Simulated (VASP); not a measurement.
Computed with optB86b-vdW, VASP's PBE PAW potentials (set 64) (plane waves; VASP 6.6.1).

VASP ran on this input.

File KPOINTS:
```
kpoints
0
Gamma
 13 13 11
```

INCAR:
```
PARAM2 = 1.0
ENCUT = 520   ! plane-wave cut-off (eV)
NEDOS = 601
ISMEAR = -5
PREC = Accurate
GGA = MK
LORBIT = 11   ! lm-projected
LEFG = T
LREAL = F
ALGO = Normal
LMAXMIX = 4
EDIFF = 1E-7
NELM = 100
ISIF = 2   ! forces and stress, cell fixed
LCHARG = T
LUSE_VDW = T
PARAM1 = 0.1234
SYSTEM = TiB2
LASPH = T
LWAVE = F
AGGAC = 0.0
```

### POSCAR
```
TiB2
1
    1.5137455620    -2.6218842496    -0.0000000000
    1.5137455620     2.6218842496    -0.0000000000
    0.0000000000     0.0000000000     3.2156819903
Ti B
1 2
Direct
  1.0000000000   1.0000000000   1.0000000000
  0.3333330000   0.6666670000   0.5000000000
  0.6666670000   0.3333330000   0.5000000000
```

POTCAR, in this order: Ti_sv B (PBE.64 set). Program: vasp_std.

For a metal the tetrahedron method with Blöchl corrections gives inexact stress and forces.

What does the run give for the energy per atom (σ→0), band gap (on the k-mesh)?

The energy per atom (σ→0) is -6835 meV/atom and the band gap (on the k-mesh) is none (metal, semimetal or under 0.01 eV).

**OSZICAR**
```
...
DAV:  11    -0.205061803075E+02    0.13930E-04   -0.47186E-04  4625   0.283E-01    0.480E-02
DAV:  12    -0.205061858481E+02   -0.55406E-05   -0.10916E-04  4268   0.145E-01    0.950E-03
DAV:  13    -0.205061798594E+02    0.59887E-05   -0.85540E-06  4166   0.384E-02    0.249E-03
DAV:  14    -0.205061808759E+02   -0.10165E-05   -0.30171E-07  3627   0.669E-03    0.684E-04
DAV:  15    -0.205061813821E+02   -0.50624E-06   -0.59952E-08  1808   0.278E-03    0.159E-04
DAV:  16    -0.205061815465E+02   -0.16437E-06   -0.26304E-08  1758   0.129E-03    0.233E-04
DAV:  17    -0.205061815109E+02    0.35584E-07   -0.87412E-09  1728   0.901E-04
   1 F= -.20506182E+02 E0= -.20506182E+02  d E =0.000000E+00
```

The compound is TiB2 in the AlB2 type structure. It was relaxed first.
